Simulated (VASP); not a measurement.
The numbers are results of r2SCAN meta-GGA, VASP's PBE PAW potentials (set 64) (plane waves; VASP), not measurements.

VASP input:

File KPOINTS:
```
Automatic
0
gamma
11 11 11
```

**POSCAR**
```
MgO
1.0
  0.0000000000   2.0973999269   2.0973999269
  2.0973999269   0.0000000000   2.0973999269
  2.0973999269   2.0973999269   0.0000000000
Mg O
1 1
Cart
  0.0000000000   0.0000000000   0.0000000000
  2.0973999269   2.0973999269   2.0973999269
```

INCAR:
```
SYSTEM = MgO
PREC = Accurate
ENCUT = 620
EDIFF = 1E-6
NELM = 100
ALGO = Normal
LREAL = .FALSE.
LASPH = .TRUE.
ISMEAR = 0
SIGMA = 0.05
METAGGA = R2SCAN
LMIXTAU = .TRUE.
LWAVE = .FALSE.
LCHARG = .FALSE.
IBRION = 2
ISIF = 3
NSW = 40
EDIFFG = -0.02
```

POTCAR, in this order: Mg O (PBE.64 set). Program: vasp_std.

Output

**OUTCAR**
```
 ion  position               nearest neighbor table
   1  0.000  0.000  0.000-   2 2.10   2 2.10   2 2.10   2 2.10   2 2.10   2 2.10
   2  0.500  0.500  0.500-   1 2.10   1 2.10   1 2.10   1 2.10   1 2.10   1 2.10
  LATTYP: Found a face centered cubic cell.
 ALAT       =     4.1947998538
 Subroutine PRICEL returns:
 Original cell was already a primitive cell.
 Subroutine GETGRP returns: Found 48 space group operations
The static configuration has the point symmetry O_h .
The dynamic configuration has the point symmetry O_h .
 Subroutine INISYM returns: Found 48 space group operations
 Subroutine IBZKPT returns following result:
 Found     56 irreducible k-points:

 Following reciprocal coordinates:
            Coordinates               Weight
  0.000000  0.000000  0.000000      1.000000
  0.090909  0.000000  0.000000      8.000000
  0.181818  0.000000  0.000000      8.000000
  0.272727  0.000000  0.000000      8.000000
  0.363636  0.000000  0.000000      8.000000
  0.454545  0.000000  0.000000      8.000000
  0.090909  0.090909  0.000000      6.000000
  0.181818  0.090909  0.000000     24.000000
  0.272727  0.090909  0.000000     24.000000
  0.363636  0.090909  0.000000     24.000000
  0.454545  0.090909  0.000000     24.000000
 -0.454545  0.090909  0.000000     24.000000
 -0.363636  0.090909  0.000000     24.000000
 -0.272727  0.090909  0.000000     24.000000
 -0.181818  0.090909  0.000000     24.000000
 -0.090909  0.090909  0.000000     12.000000
  0.181818  0.181818  0.000000      6.000000
  0.272727  0.181818  0.000000     24.000000
  0.363636  0.181818  0.000000     24.000000
  0.454545  0.181818  0.000000     24.000000
 -0.454545  0.181818  0.000000     24.000000
 -0.363636  0.181818  0.000000     24.000000
 -0.272727  0.181818  0.000000     24.000000
 -0.181818  0.181818  0.000000     12.000000
  0.272727  0.272727  0.000000      6.000000
  0.363636  0.272727  0.000000     24.000000
  0.454545  0.272727  0.000000     24.000000
 -0.454545  0.272727  0.000000     24.000000
 -0.363636  0.272727  0.000000     24.000000
 -0.272727  0.272727  0.000000     12.000000
  0.363636  0.363636  0.000000      6.000000
  0.454545  0.363636  0.000000     24.000000
 -0.454545  0.363636  0.000000     24.000000
 -0.363636  0.363636  0.000000     12.000000
  0.454545  0.454545  0.000000      6.000000
 -0.454545  0.454545  0.000000     12.000000
  0.272727  0.181818  0.090909     24.000000
  0.363636  0.181818  0.090909     48.000000
  0.454545  0.181818  0.090909     48.000000
 -0.454545  0.181818  0.090909     48.000000
   k-points           NKPTS =     56   k-points in BZ     NKDIM =     56   number of bands    NBANDS=      8
   number of dos      NEDOS =    301   number of ions     NIONS =      2
   total plane-waves  NPLWV =  13824
   dimension x,y,z NGX =    24 NGY =   24 NGZ =   24
   dimension x,y,z NGXF=    48 NGYF=   48 NGZF=   48
   ions per type =               1   1
   PREC   = accura    normal or accurate (medium, high low for compatibility)
   ISTART =      0    job   : 0-new  1-cont  2-samecut
   ICHARG =      2    charge: 1-file 2-atom 10-const
   ISPIN  =      1    spin polarized calculation?
   LNONCOLLINEAR =      F non collinear calculations
   LSORBIT =      F    spin-orbit coupling
   INIWAV =      1    electr: 0-lowe 1-rand  2-diag
   ENCUT  =  620.0 eV  45.57 Ry    6.75 a.u.   6.02  6.02  6.02*2*pi/ulx,y,z
   NELM   =    100;   NELMIN=  2; NELMDL= -5     # of ELM steps
   EDIFF  = 0.1E-05   stopping-criterion for ELM
   LREAL  =      F    real-space projection
   NLSPLINE    = F    spline interpolate recip. space projectors
   LMAXMIX     =    2 max onsite mixed and CHGCAR
...
```

File OSZICAR:
```
       N       E                     dE             d eps       ncg     rms          rms(c)
DAV:   1     0.170238783034E+02    0.17024E+02   -0.55032E+03  1000   0.106E+03
DAV:   2    -0.193068923516E+02   -0.36331E+02   -0.34624E+02  1088   0.172E+02
DAV:   3    -0.198421691002E+02   -0.53528E+00   -0.53528E+00  1136   0.242E+01
DAV:   4    -0.198432378166E+02   -0.10687E-02   -0.10687E-02  1192   0.103E+00
DAV:   5    -0.198432386053E+02   -0.78866E-06   -0.78866E-06  1240   0.218E-02    0.682E+00
DAV:   6    -0.159714612346E+02    0.38718E+01   -0.48940E+00   896   0.155E+01    0.202E+00
DAV:   7    -0.163414079936E+02   -0.36995E+00   -0.13106E+00   912   0.959E+00    0.196E+00
DAV:   8    -0.159557801112E+02    0.38563E+00   -0.20695E+00   896   0.130E+01    0.197E+00
DAV:   9    -0.161084794054E+02   -0.15270E+00   -0.64286E-01   904   0.686E+00    0.464E-01
DAV:  10    -0.161661855606E+02   -0.57706E-01   -0.43503E-02   904   0.213E+00    0.160E-01
DAV:  11    -0.161662660101E+02   -0.80449E-04   -0.80516E-04  1200   0.268E-01    0.985E-02
DAV:  12    -0.161659630745E+02    0.30294E-03   -0.27281E-04   976   0.187E-01    0.557E-02
DAV:  13    -0.161661614827E+02   -0.19841E-03   -0.65275E-04   944   0.297E-01    0.334E-03
DAV:  14    -0.161662055778E+02   -0.44095E-04   -0.41120E-05   896   0.105E-01    0.174E-03
DAV:  15    -0.161662113567E+02   -0.57789E-05   -0.26079E-06  1008   0.227E-02    0.242E-03
DAV:  16    -0.161662097299E+02    0.16267E-05   -0.71571E-07   584   0.762E-03    0.436E-04
DAV:  17    -0.161662102774E+02   -0.54744E-06   -0.73562E-08   488   0.472E-03
   1 F= -.16166210E+02 E0= -.16166210E+02  d E =-.161662E+02
```

File OUTCAR:
```
------------------------ aborting loop because EDIFF is reached ----------------------------------------
  FORCE on cell =-STRESS in cart. coord.  units (eV):
  Direction    XX          YY          ZZ          XY          YZ          ZX
  --------------------------------------------------------------------------------------
  Total       -0.0296707     -0.0296707     -0.0296707      0.0000000     -0.0000000      0.0000000
  in kB       -2.5761113     -2.5761113     -2.5761113      0.0000000     -0.0000000      0.0000000
  external PRESSURE =      -2.5761113 kB  Pullay stress =       0.0000000 kB
  volume of cell :       18.45
      direct lattice vectors                 reciprocal lattice vectors
     0.000000000  2.097399927  2.097399927    -0.238390396  0.238390396  0.238390396
     2.097399927  0.000000000  2.097399927     0.238390396 -0.238390396  0.238390396
     2.097399927  2.097399927  0.000000000     0.238390396  0.238390396 -0.238390396
  FREE ENERGIE OF THE ION-ELECTRON SYSTEM (eV)
  ---------------------------------------------------
  free  energy   TOTEN  =       -16.1662102774 eV

  energy  without entropy=      -16.1662102774  energy(sigma->0) =      -16.16621028

 reached required accuracy - stopping structural energy minimisation
```
(Selected blocks of OUTCAR.)

**OUTCAR**
```
 val. band max:        2.8642165970   @ k =   0.0000   0.0000   0.0000

 cond. band min:       8.5976503729   @ k =   0.0000   0.0000   0.0000


 Fermi energy:         3.1367642465

 k-point     1 :       0.0000    0.0000    0.0000
  band No.  band energies     occupation
      1     -15.3981      2.00000
      2       2.8642      2.00000
      3       2.8642      2.00000
      4       2.8642      2.00000
      5       8.5977      0.00000
      6      19.7750      0.00000
      7      19.7750      0.00000
      8      19.7750      0.00000

 k-point     2 :       0.0909    0.0000    0.0000
  band No.  band energies     occupation
      1     -15.3102      2.00000
      2       2.3323      2.00000
      3       2.8054      2.00000
      4       2.8054      2.00000
      5       9.1162      0.00000
      6      18.6892      0.00000
      7      19.9902      0.00000
      8      19.9902      0.00000

 k-point     3 :       0.1818    0.0000    0.0000
  band No.  band energies     occupation
      1     -15.0649      2.00000
      2       1.1624      2.00000
      3       2.6513      2.00000
      4       2.6513      2.00000
      5      10.2023      0.00000
      6      17.2438      0.00000
      7      20.4749      0.00000
      8      20.4749      0.00000

 k-point     4 :       0.2727    0.0000    0.0000
  band No.  band energies     occupation
      1     -14.7197      2.00000
      2      -0.1001      2.00000
      3       2.4582      2.00000
      4       2.4582      2.00000
      5      11.1749      0.00000
      6      16.4692      0.00000
      7      20.7419      0.00000
      8      20.7419      0.00000

 k-point     5 :       0.3636    0.0000    0.0000
  band No.  band energies     occupation
      1     -14.3732      2.00000
      2      -1.1364      2.00000
      3       2.2886      2.00000
      4       2.2886      2.00000
      5      11.6467      0.00000
      6      16.4764      0.00000
      7      20.6101      0.00000
...
```

The compound is MgO in the rock salt structure. It was relaxed first.
